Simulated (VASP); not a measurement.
Runs of VASP 6.6.1 on NaCl. The structure is cubic, space group Fm-3m (No. 225). The conventional cell has a = 5.607 Å, b = 5.607 Å, c = 5.607 Å, α = 90.00°, β = 90.00°, γ = 90.00°. Na (site symmetry m-3m) is surrounded by 6 Cl at 2.80 Å. Cl (site symmetry m-3m) is surrounded by 6 Na at 2.80 Å. 

```csv
level,potentials or basis,k mesh,cutoff (eV),smearing,gap on the mesh (eV),pressure (GPa)
PBEsol,"VASP PAW PBE potentials, release 64 (Na_pv, Cl)",8 × 8 × 8,520,gaussian 0.5 eV,4.99,-0.2
PBEsol,"VASP PAW PBE potentials, release 64 (Na_pv, Cl)",8 × 8 × 8,700,gaussian 0.02 eV,4.99,-0.2
PBEsol,"VASP PAW PBE potentials, release 64 (Na_pv, Cl_h)",8 × 8 × 8,900,gaussian 0.02 eV,(a),0.0
PBEsol,"VASP PAW PBE potentials, release 64 (Na_pv, Cl)",10 × 10 × 10,520,gaussian 0.02 eV,4.99,-0.2
r2SCAN,"VASP PAW PBE potentials, release 64 (Na_pv, Cl)",8 × 8 × 8,520,gaussian 0.02 eV,5.99,-0.2
```

Alike in all rows: task single point; no spin polarisation; cell as given.

Question: Estimate the missing entries.

Answer: (a) 5.00.

Caveats: the PAW data sets were made with another functional, which shifts forces and pressure a little.

A k mesh can miss the band edges.

Not every run made on this cell is shown here.
